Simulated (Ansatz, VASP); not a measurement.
# Zr15Nb14Ni21 in two plane-wave programs

Wanted: the spread between two codes on one cell, functional and k mesh. Of the first pair: The structure shown is frame 235 of Ansatz's trajectory.

Calculated with Ansatz 0.2.0; plane waves, with VASP 6.6.1 beside it; single point at PBE.

**1. The structure**

The cell holds 100 atoms: 28 Nb, 42 Ni and 30 Zr. Its edges and angles: a = 11.843 Å, b = 11.843 Å, c = 11.843 Å, α = 90.0°, β = 90.0°, γ = 90.0°. As first built, before any earlier steps moved the atoms (in the runner's words): 100 atoms (28 Nb, 42 Ni, 30 Zr) packed at random in a cube at 7.8 g/cm^3 and pushed apart as soft spheres; a start for melting by ab initio MD, not an equilibrated structure.

**2. Ansatz: dynamics, PBE**

Ansatz runs on its default PAW (the set named soft_2) files.

One frame of this run of dynamics is then solved in both programs, so the motion causes no difference.

Input file input.yaml:

```yaml
crystal:
  lattice:
    - [11.8434, 0.0, 0.0]
    - [0.0, 11.8434, 0.0]
    - [0.0, 0.0, 11.8434]
  atoms:
    - { symbol: Nb, position: [0.20453, 0.54436, 0.1499] }
    - { symbol: Nb, position: [0.0974, 0.74008, 0.99268] }
    - { symbol: Nb, position: [0.59042, 0.2194, 0.04025] }
    - { symbol: Nb, position: [0.03641, 0.8248, 0.76558] }
    - { symbol: Nb, position: [0.64139, 0.15391, 0.6772] }
    - { symbol: Nb, position: [0.5936, 0.19788, 0.45012] }
    - { symbol: Nb, position: [0.18432, 0.71382, 0.56005] }
    - { symbol: Nb, position: [0.3317, 0.78158, 0.74775] }
    - { symbol: Nb, position: [0.82379, 0.04009, 0.06518] }
    - { symbol: Nb, position: [0.84973, 0.81216, 0.90098] }
    - { symbol: Nb, position: [0.45103, 0.59759, 0.2134] }
    - { symbol: Nb, position: [0.1435, 0.89671, 0.41149] }
    - { symbol: Nb, position: [0.93551, 0.5952, 0.04784] }
    - { symbol: Nb, position: [0.74146, 0.00338, 0.48595] }
    - { symbol: Nb, position: [0.638, 0.46508, 0.91903] }
    - { symbol: Nb, position: [0.49567, 0.99172, 0.1119] }
    - { symbol: Nb, position: [0.4908, 0.31569, 0.84128] }
    - { symbol: Nb, position: [0.7009, 0.87726, 0.07255] }
    - { symbol: Nb, position: [0.98579, 0.59529, 0.60676] }
    - { symbol: Nb, position: [0.14256, 0.46664, 0.93932] }
    - { symbol: Nb, position: [0.23773, 0.39745, 0.31747] }
    - { symbol: Nb, position: [0.38032, 0.52709, 0.43283] }
    - { symbol: Nb, position: [0.19569, 0.15735, 0.35918] }
    - { symbol: Nb, position: [0.81907, 0.44868, 0.65635] }
    - { symbol: Nb, position: [0.98193, 0.21751, 0.72063] }
    - { symbol: Nb, position: [0.25801, 0.97648, 0.55407] }
    - { symbol: Nb, position: [0.28108, 0.88193, 0.06907] }
    - { symbol: Nb, position: [0.61448, 0.75898, 0.87095] }
    - { symbol: Ni, position: [0.7832, 0.61151, 0.89427], spin: 0.6 }
    - { symbol: Ni, position: [0.11338, 0.04621, 0.69619], spin: 0.6 }
[... 64 atom lines left out ...]
    - { symbol: Zr, position: [0.44329, 0.26028, 0.21945] }
    - { symbol: Zr, position: [0.70441, 0.75082, 0.52319] }
    - { symbol: Zr, position: [0.05475, 0.76151, 0.2151] }
    - { symbol: Zr, position: [0.16538, 0.17928, 0.86293] }
    - { symbol: Zr, position: [0.63963, 0.03265, 0.87029] }
    - { symbol: Zr, position: [0.00085, 0.09063, 0.48646] }
magnetization:
  spin_polarized: true
kpoints:
  mp_grid: { grid: [1, 1, 1] }
hamiltonian:
  xc: pbe
scf:
  occupations: { method: fermi_dirac, width: 0.142 }
  lower_state_search: "off"
output:
  forces: true
md:
  timestep: 3
  n_steps: 550
  ensemble: nvt_langevin
  temperature: 1650
  initial_velocities: maxwell_boltzmann
  seed: 6514
  temperature_schedule: [{ n_steps: 550, end_temperature: 300.0 }]
```

The run is started by

```
> ansatz run input.yaml --threads 32 --pin off --max-ram 143360MiB --backend cuda --events-out ev --progress --plain --runs-dir out
```

Numbers of over 12 decimals in the logs are rounded to 6 here.

Log:

```text
Warning: md: disabling space-group detection — thermal motion breaks the input geometry's symmetry, so no spatial operation reduces the k-mesh or symmetrises the density; time reversal is kept, so that k and −k are solved as one point where they differ and the mesh holds both, and exact exchange and, on two spinor components, a DFT+U term hold to it where the run has them: on two components no moment then forms, and  [...]
band count auto-derived: 917 (N_el = 1480.0; filled up to band 740; 904 by the electrons, moments and atoms)
Engine: ansatz 0.2.0, aarch64-unknown-linux-gnu
Pseudopotentials: kind: paw
Pseudopotential: Nb, paw, valence charge 13, recommended cutoff 420 eV (normal), Nb.paw.azcp
Pseudopotential: Ni, paw, valence charge 18, recommended cutoff 420 eV (normal), Ni.paw.azcp
Pseudopotential: Zr, paw, valence charge 12, recommended cutoff 420 eV (normal), Zr.paw.azcp
Functional definition: PBE
  parameter kappa = 0.804
  parameter beta = 0.066725
  exchange = pbe_x(kappa = kappa, mu = beta*pi^2/3)
  correlation = pbe_c(beta = beta)
[...]
Crystal: 100 atoms, lattice volume = 1661.228 Å³
Basis set: ecut = 420 eV, 32423 PW (Γ), exchange–correlation on 160×160×160 points (8 copies of the dense FFT grid, shifted against one another)
Bands: 917, of which v1, the nominal top of the filled ones, is band 740 counted from 1 (739 counted from 0)
Symmetry: 1 space group operations
k-points: 1
Non-local potential: Nb, projectors of the file, l = 0: 3, l = 1: 2, l = 2: 2, l = 3: 1
Non-local potential: Ni, projectors of the file, l = 0: 3, l = 1: 2, l = 2: 3, l = 3: 1
Non-local potential: Zr, projectors of the file, l = 0: 3, l = 1: 2, l = 2: 2, l = 3: 2
PAW form: soft (Blöchl's): semilocal exchange-correlation on the pseudo side does not see the compensation charge
PAW one-centre angular grid: Nb, 590 points (default); XC on 64 Gauss nodes
PAW one-centre angular grid: Ni, 590 points (default); XC on 64 Gauss nodes
PAW one-centre angular grid: Zr, 590 points (default); XC on 64 Gauss nodes
Initial density: superposition of atomic densities (chi_scale 0.1, normalization cell)
Starting moments: Σ|m| = 25.2 μB on 42 of 100 sites
Initial wavefunctions: pseudopotential atomic-orbital guess
[...]
Functional: x = pbe(κ = 0.804, μ = 0.219515), c = pbe(β = 0.066725)
SCF iter   1: F=—  HF=-498328.211023 eV  |F-HF|=—  |Δ(HF+E_count)|=         —  Δρ=1.18e-1 (↑5.79e-2 ↓1.18e-1)  dr2=8.34e2  dr2_m=1.92e1  M=4.067 μB ∫|m|=4.962 μB  β_m=0.30  ethr=3.10e-3  ⟨swp⟩=5.0  Hψ=5813  notcnv=0
preconditioner: auto → Kerker (q_TF=auto, 2.676 Å⁻¹)  [metal: Δε(μ)=0.013 eV  Ē_g=5.515 eV  σ=0.142 eV  W_gap=0.02  n_scr=514 (ndim 8)  ℏωp=23.8 eV  f_vac=0.000  D(μ)=90.12/eV (n_scr^D=846)]
spin=Collinear: Kerker preconditioning applied to the charge; magnetization (m = ρ↑ − ρ↓) channel mixes plain (no charge-response kernel on spin).
SCF iter   2: F=—  HF=-498269.402669 eV  |F-HF|=—  |Δ(HF+E_count)|=    5.88e1  Δρ=7.38e-2 (↑7.38e-2 ↓5.10e-2)  dr2=1.96e2  dr2_m=3.86e0  M=8.200 μB ∫|m|=10.548 μB  β_m=0.30  ethr=3.10e-3  ⟨swp⟩=3.0  Hψ=4052  notcnv=0  defer=26
[...]
SCF iter   9: F=—  HF=-498237.881772 eV  |F-HF|=—  |Δ(HF+E_count)|=   6.56e-2  Δρ=9.11e-3 (↑9.11e-3 ↓3.10e-3)  dr2=2.00e0  dr2_m=3.34e-1  M=2.293 μB ∫|m|=3.473 μB  β_m=0.30  ethr=8.25e-5  ⟨swp⟩=1.0  Hψ=1834  notcnv=0
Mixer restart at iter 9: flushing history
spin-set hold released at iteration 9 (site moments contracting): the magnetisation degrees of freedom join the quasi-Newton model from the next iteration; the mixer history was flushed
SCF iter  10: F=—  HF=-498237.912813 eV  |F-HF|=—  |Δ(HF+E_count)|=   3.10e-2  Δρ=8.93e-3 (↑3.97e-3 ↓8.93e-3)  dr2=1.69e0  dr2_m=2.73e-1  M=1.886 μB ∫|m|=2.939 μB  β_m=0.27  ethr=8.25e-5  ⟨swp⟩=2.0  Hψ=2712  notcnv=0
[...]
SCF 1 converged in 40 iterations: F = -498237.828354 eV  dr2 = 3.35e-8
[...]
md step    36: t =   108.00 fs  T =  1373.5 K (target 1562.9 K)  F+E_penalty+E_count = -498236.81506210 eV  E_kin = 17.753404 eV  (22 SCF iters)
[... from here on, the SCF cycles and remarks between the steps are left out ...]
md step    90: t =   270.00 fs  T =  1594.1 K (target 1430.3 K)  F+E_penalty+E_count = -498240.22357280 eV  E_kin = 20.604955 eV  (21 SCF iters)
md step   144: t =   432.00 fs  T =  1194.7 K (target 1297.8 K)  F+E_penalty+E_count = -498242.46915022 eV  E_kin = 15.442734 eV  (23 SCF iters)
md step   198: t =   594.00 fs  T =  1137.9 K (target 1165.2 K)  F+E_penalty+E_count = -498243.74219546 eV  E_kin = 14.708469 eV  (22 SCF iters)
md step   252: t =   756.00 fs  T =  1209.1 K (target 1032.7 K)  F+E_penalty+E_count = -498247.37534914 eV  E_kin = 15.628411 eV  (20 SCF iters)
md step   306: t =   918.00 fs  T =  1033.6 K (target 900.1 K)  F+E_penalty+E_count = -498248.39443979 eV  E_kin = 13.360703 eV  (21 SCF iters)
md step   360: t =  1080.00 fs  T =   838.9 K (target 767.6 K)  F+E_penalty+E_count = -498251.23800592 eV  E_kin = 10.844251 eV  (22 SCF iters)
md step   414: t =  1242.00 fs  T =   734.4 K (target 635.0 K)  F+E_penalty+E_count = -498251.29485377 eV  E_kin = 9.492371 eV  (21 SCF iters)
md step   468: t =  1404.00 fs  T =   610.4 K (target 502.5 K)  F+E_penalty+E_count = -498253.52917710 eV  E_kin = 7.889877 eV  (19 SCF iters)
md step   522: t =  1566.00 fs  T =   474.2 K (target 370.0 K)  F+E_penalty+E_count = -498256.63009770 eV  E_kin = 6.129865 eV  (19 SCF iters)
[...]
Free energy (F): -498257.546434 eV
Harris-Foulkes:  -498257.546434 eV  (|F-HF|=7.58e-8)
Internal energy: -498250.494364 eV  (E = F + TS)
E sigma→0 (E₀):  -498254.020399 eV
Entropy (-TS):   -7.052070 eV (-70.521 meV/atom)
Fermi energy:    16.301374 eV
--- Per-component energies (eV) ---
  E_band       = -18078.027807
  E_kinetic    = 32975.898977
  E_local      = -238295.065737  (includes V_loc(G=0)·N_el)
  E_nonlocal   = 32403.605557
  E_hartree    = 99309.798323
  E_xc         = -13349.566340
  E_vxc        = -16313.315242  (∫ρ·V_xc dr)
  E_paw        = -243109.518766  (= ΣΔE_a)
  E_vpaw       = -27468.732429  (= ΣTr[D̂ρ^β])
  E_aug_tail   = 0.022468  (compensation charges beyond the density's cutoff)
  E_ewald      = -168185.668846
  E_smearing   = -7.052070  (= −TS)
  E_closure    = 0.000000  (closes the sum)
  Σ components = -498257.546434   (vs F -498257.546434, Δ=0.00e0)
--- Forces (eV/Å), atoms counted from 1 ---
[... 100 lines of forces left out ...]
  max |Σ_I F_I| component: 7.38e-5 eV/Å
--- MD trajectory: 550 steps, t = 0.0 → 1650.0 fs ---
  final state: T = 395.4 K   F+E_penalty+E_count = -498257.54643425 eV   E_kin = 5.110689 eV
```

**3. VASP: single point, PBE, pair 1**

The same cell, functional, mesh and smearing now go to VASP, with its own data sets.

Lines of VASP's logs that name or quote its potential files are left out, and so is its time.

Input file INCAR:

```
SYSTEM = Zr15Nb14Ni21
PREC = Accurate
ENCUT = 520
EDIFF = 1E-06
NELM = 200
ISMEAR = -1
SIGMA = 0.142
LREAL = Auto
ALGO = Normal
GGA = PE
NBANDS = 664
ISPIN = 2
MAGMOM = 0 0 -0 0 -0 0 0 -0 0 0 -0 0 0 -0 0 -0 -0 -0 -0 0 -0 0 -0 0 0 0 0 0 -0 -0 0 -0 0 -0 0 0 -0 -0 0 0 -0 -0 -0 0 -0 -0 0 -0 -0 -0 -0 0 0 -0 0 -0 0 -0 0 -0 0 -0 -0 0 -0 -0 -0 -0 -0 -0 -0 0 0 -0 0 0 -0 -0 -0 0 -0 -0 0 0 -0 0 0 0 -0 -0 -0 0 -0 0 -0 -0 -0 0 0 -0
LASPH = .TRUE.
LMAXMIX = 4
LORBIT = 11
LWAVE = .FALSE.
LCHARG = .FALSE.
ISIF = 2
GGA_COMPAT = .FALSE.
NCORE = 2
```

Input file POSCAR:

```
Zr15Nb14Ni21
1.0
   11.8434000000      0.0000000000      0.0000000000
    0.0000000000     11.8434000000      0.0000000000
    0.0000000000      0.0000000000     11.8434000000
Nb Ni Zr
28 42 30
Direct
    0.1854197274      0.5225695324      0.1618623031
    0.1145785839      0.7455629296      0.9887363426
    0.5923974534      0.2077950589      0.0464393671
    0.1001401625      0.8162352027      0.7609301383
    0.6626475505      0.1539253930      0.6677980985
    0.5481534019      0.1666751102      0.3889085904
    0.2468041272      0.6925376159      0.5827718392
    0.3571609504      0.8006991236      0.7533309691
    0.8318557171      0.0619754462      0.0143539862
    0.8753398517      0.8314335410      0.8575240218
    0.4311261969      0.6074269213      0.2076261884
    0.1106945641      0.8488271949      0.4363611801
    0.8963642197      0.6200077680      0.0485502474
    0.7325599068      0.0363915767      0.4908218924
    0.5958592972      0.4391475421      0.8891872266
    0.5207963929      0.9939713258      0.1202357431
    0.5191076887      0.2752587939      0.8229900198
    0.6959994596      0.8278028269      0.0447506628
    0.0018238006      0.6220342131      0.6205143793
    0.0993802455      0.4914973741      0.9814749143
    0.1405001942      0.3940591384      0.3430602699
    0.3190806694      0.5084688518      0.3864599693
    0.1683638144      0.0886569735      0.3722748535
    0.8431700356      0.4970700981      0.7229342925
    0.9613793336      0.2496749244      0.7004745259
    0.2517013695      0.9619703801      0.5828562744
    0.3122414172      0.8903693196      0.0797068409
    0.5932418056      0.7797591908      0.8027255687
    0.7440430957      0.6499822686      0.8791394363
    0.0999712920      0.0540385362      0.6908489116
[... 64 atom lines left out ...]
    0.3728659000      0.2546566020      0.2115946434
    0.6847695763      0.7837276458      0.5424118074
    0.0081057804      0.7113666684      0.2329567523
    0.1385581843      0.1878683486      0.8600570782
    0.6148572201      0.0206021919      0.8598037726
    0.9783845855      0.1464950943      0.5039093504
```

Input file KPOINTS:

```
Automatic mesh
0
Gamma
1 1 1
0 0 0
```

Potentials, in the order of the species: Nb_sv, Ni and Zr_sv (PBE family, release 64).

The run is started by

```
> mpirun -np 8 vasp_gam
```

Log:

```text
[banner, memory and clock lines left out]
running    8 mpi-ranks, on    1 nodes
[...]
LDA part: xc-table for (Slater+PW92), standard interpolation
 POSCAR, INCAR and KPOINTS ok, starting setup
[...]
entering main loop
       N       E                     dE             d eps       ncg     rms          rms(c)
DAV:   1     0.226049126922E+05    0.22605E+05   -0.57592E+05  2656   0.225E+03
DAV:   2     0.360648313824E+04   -0.18998E+05   -0.18477E+05  2688   0.769E+02
DAV:   3    -0.844354349706E+02   -0.36909E+04   -0.34996E+04  2912   0.351E+02
DAV:   4    -0.732716964897E+03   -0.64828E+03   -0.60018E+03  4368   0.111E+02
[...]
DAV:  36    -0.770238906534E+03    0.25465E-05   -0.20274E-05  3272   0.190E-02    0.151E-02
DAV:  37    -0.770238904795E+03    0.17394E-05   -0.60637E-06  2784   0.107E-02    0.862E-03
DAV:  38    -0.770238904193E+03    0.60169E-06   -0.22969E-06  1760   0.868E-03
   1 F= -.77023890E+03 E0= -.76667187E+03  d E =-.713407E+01  mag=     0.0003
```

OUTCAR, selected parts (step 3):

```text
  Total       33.9621615     38.3615208     50.2122542      4.1248322      5.9155341     -4.5564911
  in kB       32.7549328     36.9979112     48.4273951      3.9782097      5.7052589     -4.3945248
  external PRESSURE =      39.3934130 kB  Pullay stress =       0.0000000 kB

 POSITION                                       TOTAL-FORCE (eV/Angst)
 -----------------------------------------------------------------------------------
      2.19600      6.18900      1.91700         0.191416     -0.291588      1.562068
      1.35700      8.83000     11.71000        -0.532476      0.175816      1.111987
[...]
4.41600      3.01600      2.50600        -0.221604     -0.099181     -0.952806
      8.11000      9.28200      6.42400        -0.950316     -0.573409     -1.740754
      0.09600      8.42500      2.75900         1.517528      1.130870     -0.235685
      1.64100      2.22500     10.18600         2.550237     -1.793184      0.011312
      7.28200      0.24400     10.18300         0.708468      0.733983      1.214234
     11.58740      1.73500      5.96800        -0.537426     -1.506143     -0.640107
 -----------------------------------------------------------------------------------
    total drift:                                0.000706      0.006419     -0.001702

  FREE ENERGIE OF THE ION-ELECTRON SYSTEM (eV)
  ---------------------------------------------------
  free  energy   TOTEN  =      -770.2389041931 eV

  energy  without entropy=     -763.1048298089  energy(sigma->0) =     -766.67186700

 magnetization (x)
# of ion       s       p       d       tot
------------------------------------------
    1        0.000  -0.000   0.000   0.000
    2       -0.000  -0.000  -0.000  -0.000
    3       -0.000   0.000  -0.000  -0.000
    4        0.000  -0.000   0.000   0.000
    5        0.000   0.000   0.000   0.000
    6        0.000   0.000   0.000   0.000
    7       -0.000  -0.000  -0.000  -0.000
    8        0.000   0.000   0.000   0.000
    9        0.000   0.000   0.000   0.000
   10       -0.000   0.000  -0.000  -0.000
   11       -0.000  -0.000  -0.000  -0.000
   12        0.000   0.000   0.000   0.000
   13       -0.000  -0.000  -0.000  -0.000
[...]
--------------------------------------------------
tot          0.000   0.000   0.000   0.000

[... 3 further parts left out ...]
[key lines of the parts left out:]
E-fermi :   9.7645
```

This run allows spin, but its moments start at zero, where symmetry between the spins tends to hold them, although Ni can carry a moment.

**4. Side by side**

Known differences besides the potentials themselves: the data sets hold 1480 valence electrons in Ansatz (on its default PAW (the set named soft_2) files) and 1144 in VASP; the cutoff is 420 eV in Ansatz and 520 eV in VASP (PREC = Accurate, projectors in real space). Total energies have different zeros and are not compared.

Forces on 8 of the 100 atoms, those with the largest forces and the largest differences (eV/Å; atoms numbered as in POSCAR):

```csv
atom,"Ansatz x, y, z","VASP x, y, z"
Nb15,"1.341, 1.987, 0.591","1.346, 2.010, 0.595"
Nb17,"-1.019, -2.428, -0.636","-1.031, -2.457, -0.641"
Nb28,"2.516, 0.256, 0.570","2.509, 0.284, 0.565"
Ni31,"2.897, -2.719, 0.858","2.816, -2.695, 0.836"
Ni34,"-1.005, 2.874, 1.011","-1.022, 2.920, 1.032"
Ni35,"-1.169, 0.589, -1.320","-1.122, 0.574, -1.284"
Zr73,"-2.180, -1.420, 0.506","-2.189, -1.422, 0.507"
Zr98,"2.535, -1.761, 0.029","2.550, -1.793, 0.011"
```

The forces differ by 13 meV/Å r.m.s., which is 1.5 % of the r.m.s. force of 0.855 eV/Å (both taken over all components). Moments aren't recorded for both runs of this pair, so they may hold unlike magnetic states.

**5. Ansatz: dynamics, PBE**

One frame of this run of dynamics is then solved in both programs, so the motion causes no difference.

The structure compared here is frame 392 of Ansatz's trajectory.

input.yaml is that of step 2.

The run is started by

```
> ansatz run input.yaml --threads 32 --pin off --max-ram 143360MiB --backend cuda --events-out ev --progress --plain --runs-dir out
```

Log:

```text
[...]
Crystal: 100 atoms, lattice volume = 1661.228 Å³
Basis set: ecut = 420 eV, 32423 PW (Γ), exchange–correlation on 160×160×160 points (8 copies of the dense FFT grid, shifted against one another)
Bands: 917, of which v1, the nominal top of the filled ones, is band 740 counted from 1 (739 counted from 0)
Symmetry: 1 space group operations
k-points: 1
[...]
Starting moments: Σ|m| = 25.2 μB on 42 of 100 sites
[...]
Free energy (F): -498257.546434 eV
[...]
Internal energy: -498250.494364 eV  (E = F + TS)
E sigma→0 (E₀):  -498254.020399 eV
Entropy (-TS):   -7.052070 eV (-70.521 meV/atom)
Fermi energy:    16.301374 eV
[...]
--- Forces (eV/Å), atoms counted from 1 ---
[... 100 lines of forces left out ...]
  max |Σ_I F_I| component: 7.38e-5 eV/Å
--- MD trajectory: 550 steps, t = 0.0 → 1650.0 fs ---
[...]
```

[end of part 1 of 2]

[Lines on the potential files, build, host, timing and source positions are cut from VASP's logs without a mark.]

[Logs are printed without paths, hosts, clocks, repeated set-up lines and the standing remarks that a program may print on its own settings, such as how far it seeks lower states.]

[Hosts, paths, dates, database ids (printed as entryN), source tags and the programs' standing remarks are cut or masked in the printed files.]
